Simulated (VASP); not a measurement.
```
KMgF3
1.0
    3.95566     0.00000     0.00000
    0.00000     3.95566     0.00000
    0.00000     0.00000     3.95566
K Mg F
1 1 3
Direct
  0.00000   0.00000   0.00000
  0.50000   0.50000   0.50000
  0.50000   0.00000   0.50000
  0.00000   0.50000   0.50000
  0.50000   0.50000   0.00000
```

These are optB88-vdW, VASP's PBE PAW potentials (set 64) (plane waves; VASP) values and carry that method's errors. Settings: 520 eV cut-off, 6×6×6 Γ-centred mesh, Gaussian smearing of 0.050 eV, potentials K_sv Mg F.

Q: Give the stress tensor in GPa (positive for a compressed cell).

A: 
```
2.54  0.00  0.00
0.00  2.54  0.00
0.00  0.00  2.54
```
The pressure is its mean diagonal, 2.54 GPa.

The compound is KMgF3 in the cubic perovskite structure. This cell is one point of a volume scan, at 0.97 of the reference volume.
